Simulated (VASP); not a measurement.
Calculation: LDA (Ceperley-Alder, Perdew-Zunger), VASP's LDA PAW potentials (set 64) (plane waves; VASP 6.6.1).

The input files of a VASP run:

POSCAR:
```
CrO2
1
    4.3561277457     0.0000000000     0.0000000000
   -0.0000000000     4.3561277457     0.0000000000
    0.0000000000     0.0000000000     2.8598898582
Cr O
2 4
Direct
  0.0000000000   1.0000000000   0.0000000000
  0.5000000000   0.5000000000   0.5000000000
  0.3029228866   0.3029228866   0.0000000000
  0.8029228866   0.1970771134   0.5000000000
  0.1970771134   0.8029228866   0.5000000000
  0.6970771134   0.6970771134   1.0000000000
```

File KPOINTS:
```
Automatic mesh
0
Gamma
7 7 11
0 0 0
```

INCAR:
```
SYSTEM=CrO2
PREC=Accurate; ENCUT=620; LREAL=.FALSE.
LASPH=.TRUE.
EDIFF=1E-6; NELM=100; ALGO=Normal
LMAXMIX=4
ISMEAR=1; SIGMA=0.1
MAGMOM=2*2.0 4*-0.0
ISPIN=2
IBRION=2; NSW=40; ISIF=3
EDIFFG=-0.02
LWAVE=.FALSE.; LCHARG=.FALSE.; LORBIT=10
```

POTCAR, in this order: Cr_pv O (LDA.64 set). Program: vasp_std.

Output

### OSZICAR
```
       N       E                     dE             d eps       ncg     rms          rms(c)
DAV:   1     0.658522469380E+03    0.65852E+03   -0.29684E+04  7200   0.207E+03
DAV:   2     0.885184770420E+01   -0.64967E+03   -0.61190E+03  7724   0.567E+02
DAV:   3    -0.688529835392E+02   -0.77705E+02   -0.75878E+02  8628   0.186E+02
DAV:   4    -0.710733564558E+02   -0.22204E+01   -0.21173E+01  8506   0.307E+01
DAV:   5    -0.711305204831E+02   -0.57164E-01   -0.57049E-01  9170   0.493E+00    0.384E+01
DAV:   6    -0.633671268441E+02    0.77634E+01   -0.15199E+02  8414   0.104E+02    0.357E+01
DAV:   7    -0.579438431876E+02    0.54233E+01   -0.92561E+01  8730   0.996E+01    0.169E+01
DAV:   8    -0.561651377189E+02    0.17787E+01   -0.62250E+00  7948   0.226E+01    0.725E+00
DAV:   9    -0.556874469396E+02    0.47769E+00   -0.21597E+00  9652   0.130E+01    0.203E+00
DAV:  10    -0.556938976784E+02   -0.64507E-02   -0.15284E-01  8016   0.341E+00    0.112E+00
DAV:  11    -0.556909209373E+02    0.29767E-02   -0.18777E-02  9626   0.120E+00    0.582E-01
DAV:  12    -0.556897497599E+02    0.11712E-02   -0.47622E-03  9590   0.593E-01    0.261E-01
DAV:  13    -0.556896063236E+02    0.14344E-03   -0.80804E-04  9460   0.274E-01    0.103E-01
DAV:  14    -0.556895901207E+02    0.16203E-04   -0.14386E-04  8966   0.112E-01    0.414E-02
DAV:  15    -0.556895801978E+02    0.99229E-05   -0.39836E-05  9856   0.581E-02    0.148E-02
DAV:  16    -0.556895796836E+02    0.51415E-06   -0.43018E-06  7142   0.141E-02
   1 F= -.55689580E+02 E0= -.55689286E+02  d E =-.556896E+02  mag=     4.0006
       N       E                     dE             d eps       ncg     rms          rms(c)
DAV:   1    -0.556909232091E+02   -0.13430E-02   -0.37343E-02  7332   0.207E+00    0.351E-01
DAV:   2    -0.556900212328E+02    0.90198E-03   -0.71171E-03  7704   0.955E-01    0.223E-01
DAV:   3    -0.556896304863E+02    0.39075E-03   -0.26759E-03  9266   0.495E-01    0.115E-01
DAV:   4    -0.556895308902E+02    0.99596E-04   -0.51842E-04  8080   0.228E-01    0.255E-02
DAV:   5    -0.556895256442E+02    0.52460E-05   -0.27459E-05  8858   0.397E-02    0.168E-02
DAV:   6    -0.556895241117E+02    0.15325E-05   -0.14478E-06  5822   0.917E-03    0.108E-02
DAV:   7    -0.556895237489E+02    0.36281E-06   -0.54517E-07  4632   0.559E-03
   2 F= -.55689524E+02 E0= -.55689237E+02  d E =0.559348E-04  mag=     4.0008
       N       E                     dE             d eps       ncg     rms          rms(c)
DAV:   1    -0.556901717556E+02   -0.64764E-03   -0.15194E-02  7356   0.132E+00    0.224E-01
DAV:   2    -0.556898067056E+02    0.36505E-03   -0.29099E-03  7620   0.610E-01    0.142E-01
DAV:   3    -0.556896465738E+02    0.16013E-03   -0.10929E-03  9282   0.315E-01    0.733E-02
DAV:   4    -0.556896061265E+02    0.40447E-04   -0.20941E-04  7980   0.145E-01    0.158E-02
DAV:   5    -0.556896039247E+02    0.22018E-05   -0.11380E-05  8686   0.256E-02    0.106E-02
DAV:   6    -0.556896033373E+02    0.58745E-06   -0.51752E-07  4580   0.578E-03
   3 F= -.55689603E+02 E0= -.55689311E+02  d E =-.236536E-04  mag=     4.0007
```

### OUTCAR
```
------------------------ aborting loop because EDIFF is reached ----------------------------------------
  FORCE on cell =-STRESS in cart. coord.  units (eV):
  Direction    XX          YY          ZZ          XY          YZ          ZX
  --------------------------------------------------------------------------------------
  Total        0.0174443      0.0174443     -0.0184151     -0.0000000      0.0000000      0.0000000
  in kB        0.5153436      0.5153436     -0.5440239     -0.0000000      0.0000000      0.0000000
  external PRESSURE =       0.1622211 kB  Pullay stress =       0.0000000 kB
  volume of cell :       54.23
      direct lattice vectors                 reciprocal lattice vectors
     4.355498253 -0.000000000  0.000000000     0.229594857 -0.000000000  0.000000000
     0.000000000  4.355498253  0.000000000     0.000000000  0.229594857  0.000000000
     0.000000000  0.000000000  2.858854515     0.000000000  0.000000000  0.349790447
 POSITION                                       TOTAL-FORCE (eV/Angst)
 -----------------------------------------------------------------------------------
      0.00000     -0.00000      0.00000         0.000000      0.000000      0.000000
      2.17775      2.17775      1.42943        -0.000000      0.000000      0.000000
      1.31940      1.31940      0.00000        -0.001491     -0.001491      0.000000
      3.49715      0.85834      1.42943        -0.001491      0.001491      0.000000
      0.85834      3.49715      1.42943         0.001491     -0.001491      0.000000
      3.03609      3.03609      0.00000         0.001491      0.001491      0.000000
 -----------------------------------------------------------------------------------
    total drift:                                0.000000      0.000000      0.000000
  FREE ENERGIE OF THE ION-ELECTRON SYSTEM (eV)
  ---------------------------------------------------
  free  energy   TOTEN  =       -55.6896033373 eV

  energy  without entropy=      -55.6887277625  energy(sigma->0) =      -55.68931148

 total charge

# of ion       s       p       d       tot
------------------------------------------
    1        0.379   6.519   4.134  11.032
    2        0.379   6.519   4.134  11.032
    3        1.558   3.471   0.000   5.029
    4        1.558   3.471   0.000   5.029
    5        1.558   3.471   0.000   5.029
    6        1.558   3.471   0.000   5.029
--------------------------------------------------
tot          6.991  26.921   8.269  42.181

 magnetization (x)

# of ion       s       p       d       tot
------------------------------------------
    1        0.025   0.028   1.933   1.986
    2        0.025   0.028   1.933   1.986
    3       -0.002  -0.024   0.000  -0.027
    4       -0.002  -0.024   0.000  -0.027
    5       -0.002  -0.024   0.000  -0.027
    6       -0.002  -0.024   0.000  -0.027
--------------------------------------------------
tot          0.042  -0.042   3.866   3.866

 reached required accuracy - stopping structural energy minimisation
```
(Selected blocks of OUTCAR.)

**CONTCAR**
```
CrO2
   1.00000000000000
     4.3554982532410653   -0.0000000000000000    0.0000000000000000
     0.0000000000000000    4.3554982532410653    0.0000000000000000
     0.0000000000000000    0.0000000000000000    2.8588545150527920
  Cr              O
     2     4
Direct
     0.0000000000000000    0.0000000000000000    0.0000000000000000
     0.5000000000000000    0.5000000000000000    0.5000000000000000
     0.3029284618047124    0.3029284618047124    0.0000000000000000
     0.8029284618047124    0.1970715381952876    0.5000000000000000
     0.1970715381952876    0.8029284618047124    0.5000000000000000
     0.6970715381952876    0.6970715381952876    0.0000000000000000
```

The moments were started parallel, and other spin orders were not tried in this run.

The compound is CrO2 in the rutile structure. This run relaxes it. Symmetry was kept, so distortions that lower it aren't found.
